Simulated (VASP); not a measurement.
The input files of a VASP run:

File POSCAR:
```
AlP
1
    0.0000000000     2.7846000000     2.7846000000
    2.7846000000     0.0000000000     2.7846000000
    2.7846000000     2.7846000000     0.0000000000
Al P
1 1
Direct
  0.0000000000   0.0000000000   0.0000000000
  0.2500000000   0.2500000000   0.2500000000
```

### INCAR
```
SYSTEM = AlP
PREC = Accurate; ENCUT = 400; LREAL = F
LASPH = T; ISYM = 3
EDIFF = 1E-6; NELM = 100; ALGO = Normal
ISMEAR = 0; SIGMA = 0.05
GGA = PE; LHFCALC = T; AEXX = 0.25
HFSCREEN = 0.2; PRECFOCK = Fast
ISIF = 2
LWAVE = F; LCHARG = F
```

KPOINTS:
```
Automatic mesh
0
Gamma
2 2 2
0 0 0
```

POTCAR, in this order: Al P (PBE.64 set). Program: vasp_std.

Task: Translate this HSE06 calculation to Ansatz.

Result: One equivalent input (not run):
Ansatz 0.2 input:
```yaml
crystal:
  lattice:
    - [0.0000000, 2.7846000, 2.7846000]
    - [2.7846000, 0.0000000, 2.7846000]
    - [2.7846000, 2.7846000, 0.0000000]
  atoms:
    - { symbol: Al, position: [0.0000000, 0.0000000, 0.0000000] }
    - { symbol: P, position: [0.2500000, 0.2500000, 0.2500000] }
kpoints:
  mp_grid: { grid: [2, 2, 2] }
hamiltonian:
  xc: hse06
  pseudopotentials: { kind: paw }
scf:
  occupations: { method: gaussian, width: 0.05 }
  max_iter: 100
output: { forces: true, stress: true, eigenvalues: true }
```
What does not carry over: each code has its own PAW files, so the cut-off isn't converted (ENCUT is set for VASP's; basis.ecutwfc is left out, and Ansatz then takes the one that its files recommend); Ansatz stops its SCF on the density residual and VASP on the energy change (EDIFF); Ansatz's hse06 screens at 0.11 per bohr (0.208 per Å), slightly more than HFSCREEN = 0.2.

The compound is AlP in the zinc blende structure. The cell was not relaxed at this level. The k-mesh is coarse (spacing up to 0.98 per Å, 2π included), so the numbers may not be converged in it.
